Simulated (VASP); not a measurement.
Method: PW91 GGA, VASP's PBE PAW potentials (set 64) (plane waves; VASP).

The input files of a VASP run:

File KPOINTS:
```
Automatic
0
G
 13 13 7
0 0 0
```

POSCAR:
```
Sc
1.0
  1.6398289893  -2.8402670393   0.0000000000
  1.6398289893   2.8402670393   0.0000000000
  0.0000000000   0.0000000000   5.0932108765
Sc
2
Cartesian
  1.6398289893   0.9467575733   1.2733027191
  1.6398289893  -0.9467575733   3.8199081574
```

### INCAR
```
ALGO = Normal
EDIFF = 1E-7
EDIFFG = -0.01
ENCUT = 520
GGA = 91
IBRION = 2
ISIF = 4
ISMEAR = 1
LASPH = T
LCHARG = F
LMAXMIX = 4
LREAL = F
LWAVE = F
NELM = 100
NSW = 30
PREC = Accurate
SIGMA = 0.1
SYSTEM = Sc
```

POTCAR, in this order: Sc_sv (PBE.64 set). Program: vasp_std.

What VASP printed:

OSZICAR:
```
       N       E                     dE             d eps       ncg     rms          rms(c)
DAV:   1     0.391684116549E+03    0.39168E+03   -0.11140E+04  2520   0.157E+03
DAV:   2     0.101428158724E+02   -0.38154E+03   -0.37620E+03  3475   0.667E+02
DAV:   3    -0.132834561849E+02   -0.23426E+02   -0.22865E+02  4229   0.192E+02
DAV:   4    -0.137093294724E+02   -0.42587E+00   -0.42316E+00  3929   0.234E+01
DAV:   5    -0.137146948606E+02   -0.53654E-02   -0.53592E-02  4206   0.280E+00    0.781E+00
DAV:   6    -0.125852100464E+02    0.11295E+01   -0.26301E+00  3157   0.215E+01    0.234E+00
DAV:   7    -0.124371417731E+02    0.14807E+00   -0.64071E-01  3262   0.971E+00    0.820E-01
DAV:   8    -0.124273420277E+02    0.97997E-02   -0.23882E-02  3500   0.233E+00    0.217E-01
DAV:   9    -0.124262907895E+02    0.10512E-02   -0.62725E-03  3285   0.977E-01    0.224E-02
DAV:  10    -0.124263099791E+02   -0.19190E-04   -0.11455E-04  4224   0.162E-01    0.650E-03
DAV:  11    -0.124263073598E+02    0.26193E-05   -0.23328E-06  3929   0.227E-02    0.207E-03
DAV:  12    -0.124263086699E+02   -0.13101E-05   -0.38258E-07  2849   0.797E-03    0.822E-04
DAV:  13    -0.124263083234E+02    0.34652E-06   -0.27607E-08  1967   0.336E-03    0.106E-04
DAV:  14    -0.124263083273E+02   -0.38663E-08   -0.80007E-09  1967   0.245E-03
   1 F= -.12426308E+02 E0= -.12425685E+02  d E =-.124263E+02
       N       E                     dE             d eps       ncg     rms          rms(c)
DAV:   1    -0.124265975492E+02   -0.28923E-03   -0.36240E-02  2716   0.408E+00    0.124E-01
DAV:   2    -0.124265535169E+02    0.44032E-04   -0.26264E-03  4067   0.845E-01    0.794E-02
DAV:   3    -0.124264190992E+02    0.13442E-03   -0.45004E-04  4592   0.307E-01    0.112E-02
DAV:   4    -0.124264159874E+02    0.31118E-05   -0.21461E-05  3795   0.786E-02    0.572E-03
DAV:   5    -0.124264162438E+02   -0.25646E-06   -0.77245E-07  3371   0.164E-02    0.120E-03
DAV:   6    -0.124264163129E+02   -0.69039E-07   -0.49833E-08  1708   0.420E-03
   2 F= -.12426416E+02 E0= -.12425833E+02  d E =-.107986E-03
       N       E                     dE             d eps       ncg     rms          rms(c)
DAV:   1    -0.124266013833E+02   -0.18514E-03   -0.30187E-02  2688   0.372E+00    0.113E-01
DAV:   2    -0.124265654168E+02    0.35966E-04   -0.21881E-03  4053   0.771E-01    0.724E-02
DAV:   3    -0.124264534452E+02    0.11197E-03   -0.37419E-04  4593   0.280E-01    0.102E-02
DAV:   4    -0.124264508600E+02    0.25852E-05   -0.17946E-05  3796   0.721E-02    0.519E-03
DAV:   5    -0.124264511046E+02   -0.24457E-06   -0.64762E-07  3179   0.150E-02    0.111E-03
DAV:   6    -0.124264511705E+02   -0.65968E-07   -0.41728E-08  1596   0.384E-03
   3 F= -.12426451E+02 E0= -.12425907E+02  d E =-.142843E-03
```

File OUTCAR:
```
------------------------ aborting loop because EDIFF is reached ----------------------------------------
  FORCE on cell =-STRESS in cart. coord.  units (eV):
  Direction    XX          YY          ZZ          XY          YZ          ZX
  --------------------------------------------------------------------------------------
  Total        0.5160411      0.5160411      0.5134085      0.0000000      0.0000000      0.0000000
  in kB       17.4267135     17.4267124     17.3378102      0.0000000      0.0000000      0.0000000
  external PRESSURE =      17.3970787 kB  Pullay stress =       0.0000000 kB
  volume of cell :       47.44
      direct lattice vectors                 reciprocal lattice vectors
     1.642216799 -2.844402842 -0.000000000     0.304466499 -0.175783821 -0.000000000
     1.642216799  2.844402842  0.000000000     0.304466499  0.175783821  0.000000000
     0.000000000 -0.000000000  5.078410432     0.000000000 -0.000000000  0.196912009
 POSITION                                       TOTAL-FORCE (eV/Angst)
 -----------------------------------------------------------------------------------
      1.64222      0.94814      1.26960         0.000000      0.000000      0.000000
      1.64222     -0.94814      3.80881        -0.000000     -0.000000     -0.000000
 -----------------------------------------------------------------------------------
    total drift:                               -0.000118      0.000683     -0.000015
  FREE ENERGIE OF THE ION-ELECTRON SYSTEM (eV)
  ---------------------------------------------------
  free  energy   TOTEN  =       -12.4264511705 eV

  energy  without entropy=      -12.4248188923  energy(sigma->0) =      -12.42590708

 reached required accuracy - stopping structural energy minimisation
```
(Selected blocks of OUTCAR.)

CONTCAR:
```
Sc
   1.00000000000000
     1.6422167988274374   -2.8444028422422534   -0.0000000000000000
     1.6422167988274374    2.8444028422422534    0.0000000000000000
     0.0000000000000000   -0.0000000000000000    5.0784104317718581
  Sc
     2
Direct
     0.3333330000000032    0.6666669999999968    0.2500000000000000
     0.6666669999999968    0.3333330000000032    0.7500000000000000
```

The compound is Sc in the hcp structure. This cell is one point of a volume scan, at 0.97 of the reference volume. Symmetry was kept, so distortions that lower it aren't found.
